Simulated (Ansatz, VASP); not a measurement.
# P: VASP beside Ansatz, part 2 of 2

Aim: how closely do two programs agree when they are given the same cell, functional and k mesh? The cell is taken from a series of runs on this material, whose earlier steps may have relaxed, scaled, displaced or heated it; both programs get it as it stands.

VASP 6.6.1 and Ansatz 0.2.0.

So far: Starting point; Ansatz: zone-centre phonons, PBEsol.

### Step 3. VASP: zone-centre phonons, PBEsol

Level of this step: PBEsol; plane waves and PAW (P) (VASP).

The same cell, functional, mesh and smearing now go to VASP, with its own data sets.

Lines of VASP's logs that name or quote its potential files are left out, and so is its time.

INCAR

```
SYSTEM = P
PREC = Accurate
ENCUT = 500
EDIFF = 1E-08
NELM = 120
ISMEAR = 1
SIGMA = 0.2
LREAL = .FALSE.
ALGO = Normal
GGA = PS
NBANDS = 16
LORBIT = 11
LWAVE = .FALSE.
LCHARG = .FALSE.
ISIF = 2
IBRION = 8
LASPH = .TRUE.
GGA_COMPAT = .FALSE.
KPAR = 2
```

POSCAR

```
P
1.0
    1.6582918034     -5.1505244048      0.0000000000
    1.6582918034      5.1505244048      0.0000000000
    0.0000000000      0.0000000000      4.2010178903
P
4
Direct
    0.8948426609      0.1051573391      0.0730649313
    0.6051573391      0.3948426609      0.5730649313
    0.1051573391      0.8948426609      0.9269350687
    0.3948426609      0.6051573391      0.4269350687
```

KPOINTS

```
Automatic mesh
0
Gamma
16 16 12
0 0 0
```

PAW data sets: P (PBE family, release 64).

The run is started by

```
$ mpirun -np 2 vasp_std
```

Numbers of over 12 decimals in the logs are rounded to 6 here.

What it wrote:

```text
[banner, memory and clock lines left out]
running    2 mpi-ranks, on    1 nodes
 distrk:  each k-point on    1 cores,    2 groups
 distr:  one band on    1 cores,    1 groups

 POSCAR found type information on POSCAR P
 POSCAR found :  1 types and       4 ions
|                                                                             |
|               ----> ADVICE to this user running VASP <----                  |
|                                                                             |
|     You enforced a specific xc type in the INCAR file but a different       |
|     [... a line on the potential file left out ...]
|     I HOPE YOU KNOW WHAT YOU ARE DOING!                                     |
|                                                                             |

 LDA part: xc-table for (Slater+PW92), standard interpolation
 POSCAR, INCAR and KPOINTS ok, starting setup
 FFT: planning ... GRIDC
 FFT: planning ... GRID_SOFT
 FFT: planning ... GRID
 WAVECAR not read
 entering main loop
       N       E                     dE             d eps       ncg     rms          rms(c)
DAV:   1     0.545740561480E+02    0.54574E+02   -0.83021E+03 16352   0.104E+03
DAV:   2    -0.200210418078E+02   -0.74595E+02   -0.72059E+02 22144   0.158E+02
DAV:   3    -0.231966965358E+02   -0.31757E+01   -0.31577E+01 22392   0.349E+01
DAV:   4    -0.232269594080E+02   -0.30263E-01   -0.30254E-01 20256   0.410E+00
DAV:   5    -0.232274739613E+02   -0.51455E-03   -0.51453E-03 22608   0.493E-01    0.101E+01
DAV:   6    -0.231038298314E+02    0.12364E+00   -0.59948E-02 19504   0.142E+00    0.588E+00
DAV:   7    -0.230495828349E+02    0.54247E-01   -0.10174E-01 21064   0.185E+00    0.260E-01
DAV:   8    -0.230491642192E+02    0.41862E-03   -0.10844E-02 19256   0.667E-01    0.169E-01
DAV:   9    -0.230491866075E+02   -0.22388E-04   -0.43313E-04 22376   0.134E-01    0.754E-02
DAV:  10    -0.230491750741E+02    0.11533E-04   -0.75515E-05 20536   0.488E-02    0.295E-02
DAV:  11    -0.230491767248E+02   -0.16508E-05   -0.85011E-06 20840   0.207E-02    0.116E-02
DAV:  12    -0.230491768639E+02   -0.13906E-06   -0.42757E-07 21208   0.415E-03    0.278E-03
DAV:  13    -0.230491768122E+02    0.51709E-07   -0.10080E-07 19768   0.198E-03    0.120E-03
DAV:  14    -0.230491768233E+02   -0.11095E-07   -0.13864E-08 12632   0.698E-04    0.620E-04
DAV:  15    -0.230491768298E+02   -0.65343E-08   -0.19865E-09 10296   0.318E-04
   1 F= -.23049177E+02 E0= -.23049568E+02  d E =0.117326E-02
 Linear response reoptimize wavefunctions to high precision
DAV:   1    -0.230491768280E+02    0.18247E-08   -0.34703E-10 11672   0.127E-04
DAV:   2    -0.230491768280E+02   -0.77307E-11   -0.60725E-11  9904   0.542E-05
 Linear response DOF=           3
 Linear response progress:
  Degree of freedom:   1/  3
       N       E                     dE             d eps       ncg     rms          rms(c)
RMM:   1    -0.466129623858E-01   -0.46613E-01    0.11276E-02123596   0.140E+00
RMM:   2    -0.430442867579E-01    0.35687E-02   -0.27288E-03 78669   0.315E-01    0.134E-01
RMM:   3    -0.431208734321E-01   -0.76587E-04   -0.17959E-04 82395   0.623E-02    0.734E-02
RMM:   4    -0.432866732601E-01   -0.16580E-03   -0.95524E-05 79904   0.431E-02    0.118E-02
RMM:   5    -0.432454577481E-01    0.41216E-04   -0.76910E-06 84028   0.116E-02    0.318E-03
RMM:   6    -0.432461882452E-01   -0.73050E-06   -0.50192E-07 85649   0.176E-03    0.220E-03
RMM:   7    -0.432502624474E-01   -0.40742E-05   -0.20799E-07 83977   0.104E-03    0.200E-04
RMM:   8    -0.432488210211E-01    0.14414E-05   -0.97493E-09 87976   0.264E-04    0.129E-04
RMM:   9    -0.432485839046E-01    0.23712E-06    0.14103E-08 88974   0.880E-05    0.151E-05
RMM:  10    -0.432486338560E-01   -0.49951E-07    0.73252E-09 88984   0.261E-05    0.107E-05
RMM:  11    -0.432485816666E-01    0.52189E-07    0.15734E-08 88618   0.158E-05    0.154E-06
RMM:  12    -0.432485801657E-01    0.15009E-08   -0.27041E-09 86111   0.898E-06    0.697E-07
 first order change of Fermi-energy  -0.28777E-04
 force on displaced ion       1 direction 1 : -10.786   0.004  -0.003
 Linear response progress:
  Degree of freedom:   2/  3
       N       E                     dE             d eps       ncg     rms          rms(c)
RMM:   1    -0.601183601286E-01   -0.60118E-01    0.38160E-03 65639   0.145E+00
RMM:   2    -0.548540537481E-01    0.52643E-02   -0.30297E-03 42390   0.344E-01    0.146E-01
RMM:   3    -0.548059625585E-01    0.48091E-04   -0.26395E-04 44483   0.775E-02    0.821E-02
RMM:   4    -0.548439482390E-01   -0.37986E-04   -0.58036E-05 44610   0.350E-02    0.272E-02
RMM:   5    -0.548650965468E-01   -0.21148E-04   -0.43435E-06 44340   0.119E-02    0.443E-03
RMM:   6    -0.548668685302E-01   -0.17720E-05   -0.50144E-07 45600   0.257E-03    0.172E-03
RMM:   7    -0.548674230715E-01   -0.55454E-06   -0.11871E-07 46088   0.968E-04    0.325E-04
RMM:   8    -0.548677736457E-01   -0.35057E-06   -0.42267E-08 47056   0.255E-04    0.109E-04
RMM:   9    -0.548676943752E-01    0.79271E-07    0.24347E-08 48051   0.800E-05    0.278E-05
RMM:  10    -0.548676577428E-01    0.36632E-07   -0.37190E-08 47448   0.285E-05    0.784E-06
RMM:  11    -0.548676726492E-01   -0.14906E-07   -0.64787E-08 48208   0.135E-05    0.203E-06
RMM:  12    -0.548676749345E-01   -0.22853E-08   -0.39433E-08 44803   0.832E-06    0.709E-07
 first order change of Fermi-energy  -0.28566E+00
 force on displaced ion       1 direction 2 :   0.000  -8.625  -0.444
 Linear response progress:
  Degree of freedom:   3/  3
       N       E                     dE             d eps       ncg     rms          rms(c)
RMM:   1    -0.571595420490E-01   -0.57160E-01   -0.16845E-03 69334   0.148E+00
RMM:   2    -0.498163236016E-01    0.73432E-02   -0.34638E-03 42073   0.377E-01    0.154E-01
RMM:   3    -0.497622735671E-01    0.54050E-04   -0.21131E-04 44398   0.709E-02    0.841E-02
RMM:   4    -0.497620566682E-01    0.21690E-06   -0.70032E-05 43927   0.348E-02    0.207E-02
RMM:   5    -0.497682857704E-01   -0.62291E-05   -0.44867E-06 45164   0.916E-03    0.360E-03
RMM:   6    -0.497669158381E-01    0.13699E-05    0.55707E-07 45293   0.239E-03    0.139E-03
RMM:   7    -0.497681038681E-01   -0.11880E-05   -0.15272E-07 46833   0.900E-04    0.360E-04
RMM:   8    -0.497684916860E-01   -0.38782E-06   -0.18182E-07 46155   0.287E-04    0.880E-05
RMM:   9    -0.497683224111E-01    0.16927E-06   -0.78686E-09 47268   0.820E-05    0.339E-05
RMM:  10    -0.497682705836E-01    0.51827E-07   -0.34121E-08 47097   0.323E-05    0.584E-06
RMM:  11    -0.497682873102E-01   -0.16727E-07   -0.39321E-10 48438   0.147E-05    0.258E-06
RMM:  12    -0.497682848144E-01    0.24958E-08    0.16718E-08 45035   0.956E-06    0.684E-07
 first order change of Fermi-energy   0.99904E+00
 force on displaced ion       1 direction 3 :   0.000  -0.426 -12.713
 Linear response finished
```

Parts of OUTCAR (step 3):

```text
ion  position               nearest neighbor table
   1  0.895  0.105  0.073-   4 2.23   4 2.23   3 2.25
   2  0.605  0.395  0.573-   3 2.23   3 2.23   4 2.25
   3  0.105  0.895  0.927-   2 2.23   2 2.23   1 2.25
   4  0.395  0.605  0.427-   1 2.23   1 2.23   2 2.25

  LATTYP: Found a base centered orthorhombic cell.
 ALAT       =     3.3165836068
 B/A-ratio  =     3.1059216443
 C/A-ratio  =     1.2666702813

 Subroutine GETGRP returns: Found  8 space group operations
 (whereof  4 operations were pure point group operations)

The static configuration has the point symmetry C_2h.
 The point group associated with its full space group is D_2h.

 Found    511 irreducible k-points:

   k-points           NKPTS =    511   k-points in BZ     NKDIM =    511   number of bands    NBANDS=     16

   dimension x,y,z NGX =    40 NGY =   40 NGZ =   32
   dimension x,y,z NGXF=    80 NGYF=   80 NGZF=   64

   ENCUT  =  500.0 eV  36.75 Ry    6.06 a.u.   9.87  9.87  7.66*2*pi/ulx,y,z

   NELECT =      20.0000    total number of electrons

 k-points in reciprocal lattice and weights: Automatic mesh
   0.00000000  0.00000000  0.00000000       0.000
   0.06250000 -0.00000000  0.00000000       0.001
   0.12500000 -0.00000000  0.00000000       0.001
   0.18750000 -0.00000000  0.00000000       0.001
   0.25000000 -0.00000000  0.00000000       0.001
   0.31250000  0.00000000  0.00000000       0.001
   0.37500000 -0.00000000  0.00000000       0.001
   0.43750000 -0.00000000  0.00000000       0.001
   0.50000000 -0.00000000  0.00000000       0.001
[...]
-0.43750000  0.43750000  0.50000000       0.001
   0.50000000  0.50000000  0.50000000       0.000

 average (electrostatic) potential at core
       1 -82.2265       2 -82.2265       3 -82.2265       4 -82.2265

  Total       -0.0313637     -0.0704863     -0.0330080      0.0000000      0.0000000      0.0000000
  in kB       -0.7002313     -1.5736864     -0.7369412      0.0000000      0.0000000      0.0000000
  external PRESSURE =      -1.0036196 kB  Pullay stress =       0.0000000 kB

  energy-cutoff  :      500.00
  volume of cell :       71.76
      direct lattice vectors                 reciprocal lattice vectors
     1.658291803 -5.150524405  0.000000000     0.301515089 -0.097077494  0.000000000
     1.658291803  5.150524405  0.000000000     0.301515089  0.097077494  0.000000000
     0.000000000  0.000000000  4.201017890     0.000000000  0.000000000  0.238037549

 POSITION                                       TOTAL-FORCE (eV/Angst)
 -----------------------------------------------------------------------------------
      1.65829     -4.06729      0.30695         0.000000     -0.023253      0.023494
      1.65829     -1.08323      2.40746         0.000000      0.023253      0.023494
      1.65829      4.06729      3.89407         0.000000      0.023253     -0.023494
      1.65829      1.08323      1.79356         0.000000     -0.023253     -0.023494
 -----------------------------------------------------------------------------------
    total drift:                                0.000000      0.000000     -0.000000

 Eigenvectors and eigenvalues of the dynamical matrix
 ----------------------------------------------------

   1 f  =   13.746337 THz    86.370785 2PiTHz  458.528460 cm-1    56.850258 meV
             X         Y         Z           dx          dy          dz
      1.658292 -4.067294  0.306947    -0.000000   -0.000062   -0.500000
      1.658292 -1.083231  2.407456    -0.000000   -0.000062    0.500000
      1.658292  4.067294  3.894071     0.000000   -0.000062   -0.500000
      1.658292  1.083231  1.793562     0.000000   -0.000062    0.500000

   2 f  =   13.308805 THz    83.621687 2PiTHz  443.933947 cm-1    55.040770 meV
             X         Y         Z           dx          dy          dz
      1.658292 -4.067294  0.306947    -0.000000    0.168102    0.470895
      1.658292 -1.083231  2.407456    -0.000000   -0.168102    0.470895
      1.658292  4.067294  3.894071     0.000000   -0.168102   -0.470895
      1.658292  1.083231  1.793562     0.000000    0.168102   -0.470895

   3 f  =   12.577804 THz    79.028674 2PiTHz  419.550383 cm-1    52.017594 meV
             X         Y         Z           dx          dy          dz
      1.658292 -4.067294  0.306947    -0.500000   -0.000000   -0.000000
      1.658292 -1.083231  2.407456    -0.500000   -0.000000   -0.000000
      1.658292  4.067294  3.894071     0.500000    0.000000    0.000000
      1.658292  1.083231  1.793562     0.500000   -0.000000    0.000000

   4 f  =   12.377400 THz    77.769496 2PiTHz  412.865614 cm-1    51.188789 meV
             X         Y         Z           dx          dy          dz
      1.658292 -4.067294  0.306947    -0.500000    0.000000   -0.000000
      1.658292 -1.083231  2.407456     0.500000    0.000000   -0.000000
      1.658292  4.067294  3.894071    -0.500000    0.000000    0.000000
      1.658292  1.083231  1.793562     0.500000   -0.000000    0.000000

   5 f  =   12.032363 THz    75.601567 2PiTHz  401.356429 cm-1    49.761833 meV
             X         Y         Z           dx          dy          dz
      1.658292 -4.067294  0.306947     0.000000    0.499058   -0.030675
      1.658292 -1.083231  2.407456    -0.000000    0.499058    0.030675
      1.658292  4.067294  3.894071     0.000000   -0.499058    0.030675
      1.658292  1.083231  1.793562    -0.000000   -0.499058   -0.030675

   6 f  =   10.660324 THz    66.980792 2PiTHz  355.590138 cm-1    44.087538 meV
             X         Y         Z           dx          dy          dz
      1.658292 -4.067294  0.306947     0.000000    0.470895   -0.168102
      1.658292 -1.083231  2.407456    -0.000000   -0.470895   -0.168102
      1.658292  4.067294  3.894071     0.000000   -0.470895    0.168102
      1.658292  1.083231  1.793562     0.000000    0.470895    0.168102

   7 f  =    6.476952 THz    40.695890 2PiTHz  216.047865 cm-1    26.786509 meV
             X         Y         Z           dx          dy          dz
      1.658292 -4.067294  0.306947     0.000000    0.030675    0.499058
      1.658292 -1.083231  2.407456     0.000000    0.030675   -0.499058
      1.658292  4.067294  3.894071     0.000000   -0.030675   -0.499058
      1.658292  1.083231  1.793562    -0.000000   -0.030675    0.499058

   8 f  =    5.388304 THz    33.855712 2PiTHz  179.734470 cm-1    22.284224 meV
             X         Y         Z           dx          dy          dz
      1.658292 -4.067294  0.306947    -0.500000   -0.000000   -0.000000
      1.658292 -1.083231  2.407456     0.500000    0.000000    0.000000
      1.658292  4.067294  3.894071     0.500000   -0.000000    0.000000
      1.658292  1.083231  1.793562    -0.500000    0.000000    0.000000

   9 f  =    2.649084 THz    16.644688 2PiTHz   88.363946 cm-1    10.955728 meV
             X         Y         Z           dx          dy          dz
      1.658292 -4.067294  0.306947    -0.000000   -0.499936    0.007995
      1.658292 -1.083231  2.407456    -0.000000    0.499936    0.007995
      1.658292  4.067294  3.894071    -0.000000   -0.499936    0.007995
      1.658292  1.083231  1.793562    -0.000000    0.499936    0.007995

  10 f/i=    0.000000 THz     0.000000 2PiTHz    0.000002 cm-1     0.000000 meV
             X         Y         Z           dx          dy          dz
      1.658292 -4.067294  0.306947     0.500000   -0.000000    0.000000
      1.658292 -1.083231  2.407456     0.500000   -0.000000   -0.000000
      1.658292  4.067294  3.894071     0.500000   -0.000000    0.000000
      1.658292  1.083231  1.793562     0.500000   -0.000000   -0.000000

  11 f/i=    0.001692 THz     0.010630 2PiTHz    0.056431 cm-1     0.006997 meV
             X         Y         Z           dx          dy          dz
      1.658292 -4.067294  0.306947     0.000000    0.500000   -0.000062
      1.658292 -1.083231  2.407456     0.000000    0.500000    0.000062
      1.658292  4.067294  3.894071     0.000000    0.500000   -0.000062
      1.658292  1.083231  1.793562     0.000000    0.500000    0.000062

  12 f/i=    0.042367 THz     0.266197 2PiTHz    1.413196 cm-1     0.175214 meV
             X         Y         Z           dx          dy          dz
      1.658292 -4.067294  0.306947     0.000000   -0.007995   -0.499936
      1.658292 -1.083231  2.407456     0.000000    0.007995   -0.499936
      1.658292  4.067294  3.894071     0.000000   -0.007995   -0.499936
      1.658292  1.083231  1.793562     0.000000    0.007995   -0.499936

 ELASTIC MODULI CONTR FROM IONIC RELAXATION (kBar)
 Direction    XX          YY          ZZ          XY          YZ          ZX
 --------------------------------------------------------------------------------
 XX        -114.7688   -193.1930   -309.8103     -0.0000     -0.0000     -0.0000
 YY        -193.1930  -1323.6442   -260.1539     -0.0000      0.0000     -0.0000
 ZZ        -309.8103   -260.1539   -904.7253      0.0000     -0.0000     -0.0000
 XY          -0.0000     -0.0000      0.0000   -381.6408     -0.0000     -0.0000
 YZ          -0.0000      0.0000     -0.0000     -0.0000   -478.5215     -0.0000
 ZX          -0.0000     -0.0000     -0.0000     -0.0000     -0.0000   -565.2143
 --------------------------------------------------------------------------------
```

### Step 4. Differences

Known differences besides the potentials themselves: the cutoff is 340 eV in Ansatz and 500 eV in VASP; Ansatz makes its cores anew for this functional, VASP keeps those of its PBE data sets; Ansatz's log warns that its cutoff lies below the recommended one. Total energies have different zeros and are not compared.

Both answers:

| quantity | Ansatz | VASP | difference |
| --- | --- | --- | --- |
| optical mode 1 (cm⁻¹) | 88.2 | 88.4 | -0.17 % |
| optical mode 2 (cm⁻¹) | 178.6 | 179.7 | -0.65 % |
| optical mode 3 (cm⁻¹) | 214.8 | 216.0 | -0.59 % |
| optical mode 4 (cm⁻¹) | 355.4 | 355.6 | -0.06 % |
| optical mode 5 (cm⁻¹) | 399.3 | 401.4 | -0.51 % |
| optical mode 6 (cm⁻¹) | 412.9 | 412.9 | +0.00 % |
| optical mode 7 (cm⁻¹) | 418.6 | 419.6 | -0.22 % |
| optical mode 8 (cm⁻¹) | 444.5 | 443.9 | +0.12 % |
| optical mode 9 (cm⁻¹) | 457.2 | 458.5 | -0.28 % |

Modes are paired by rising frequency, not by their patterns, so a pair may set unlike modes beside each other; they are those without the splitting of longitudinal modes.

### Step 5. Summary of results

```yaml
r_m_s_difference_of_the_optical_zone_centre_modes_each_program_s_sorted_by_frequency_zone_centre_phonons_pbesol: 1.1 cm⁻¹
difference_in_optical_mode_2_zone_centre_phonons_pbesol: -0.7 %
```

In words: The r.m.s. difference of the optical zone-centre modes, each program's sorted by frequency is 1.1 cm⁻¹ (zone-centre phonons, PBEsol). Among the rows given in per cent, the largest difference of the zone-centre phonons, PBEsol pair is in optical mode 2, -0.7 %. Such differences can come from data sets, numerical settings and the points named under the comparisons, not from the functional's error against experiment.

[Lines on the potential files, build, host, timing and source positions are cut from VASP's logs without a mark.]

[Logs are printed without paths, hosts, clocks, repeated set-up lines and the standing remarks that a program may print on its own settings, such as how far it seeks lower states.]

[Hosts, paths, dates, database ids (printed as entryN), source tags and the programs' standing remarks are cut or masked in the printed files.]
